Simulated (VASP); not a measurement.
Set up this calculation in VASP 6.6.1, as the native input.

```
Task                   : relaxation of cell and atoms
Functional             : PBE
Dispersion             : D3(BJ)
Potentials or basis    : VASP PAW PBE potentials, release 64 (Al, Pt)
Cutoff                 : 600 eV
k mesh                 : 12 × 12 × 12
Occupations            : methfessel-paxton, width 0.1 eV
Spin                   : no spin polarisation
Further INCAR settings : ALGO = Normal; EDIFF = 1e-07; IBRION = 2; EDIFFG = -0.005; NSW = 90; ISIF = 3
```

The structure of Al2Pt lies in POSCAR:

```
Al2Pt                                   
1.0
   -0.0000000000      2.9413853132      2.9413853132
    2.9413853132     -0.0000000000      2.9413853132
    2.9413853132      2.9413853132     -0.0000000000
  Al              Pt            
     2     1
Direct
     0.2500000000000000    0.2500000000000000    0.2500000000000000
     0.7500000000000000    0.7500000000000000    0.7500000000000000
     0.0000000000000000    0.0000000000000000    0.0000000000000000
```

One way to write it, as run:

INCAR

```
PREC     = Accurate       # precision mode
ENCUT    = 600            # plane-wave cutoff, eV
EDIFF    = 1E-7           # SCF threshold, eV
ISMEAR   = 1              # smearing method
SIGMA    = 0.1            # smearing width, eV
LREAL    = F              # projectors in reciprocal space
LASPH    = T              # aspherical terms in the spheres
NELM     = 80             # most SCF steps
ALGO     = Normal         # electronic algorithm
ISIF     = 3              # what is computed and relaxed
LWAVE    = F              # write WAVECAR
LCHARG   = F              # write CHGCAR
GGA      = PE             # functional
IVDW     = 12             # dispersion correction
IBRION   = 2              # ionic algorithm
NSW      = 90             # ionic steps
EDIFFG   = -0.005         # ionic threshold
```

KPOINTS

```
regular mesh
0
Gamma
  12 12 12
```

Potentials or basis: VASP PAW PBE potentials, release 64 (Al, Pt).

The run is started by

```sh
$ cat potpaw_PBE.64/Al/POTCAR potpaw_PBE.64/Pt/POTCAR > POTCAR
$ mpirun -np 1 vasp_std > vasp.out
```

It gave:

```yaml
Pressure_after_relaxing: 0.0 GPa
Band_gap_on_the_k_mesh: none (metal or under the smearing width)
Dispersion_energy_per_atom: -0.434 eV
```

Caveat: the relaxation stopped at its first step, so nothing moved; pairwise dispersion overbinds metals, which lowers pressure and volume.

It took 24 s on 1 thread of Intel(R) Xeon(R) 6975P-C (Granite Rapids), with other jobs on the host, peak memory 0.25 GiB.
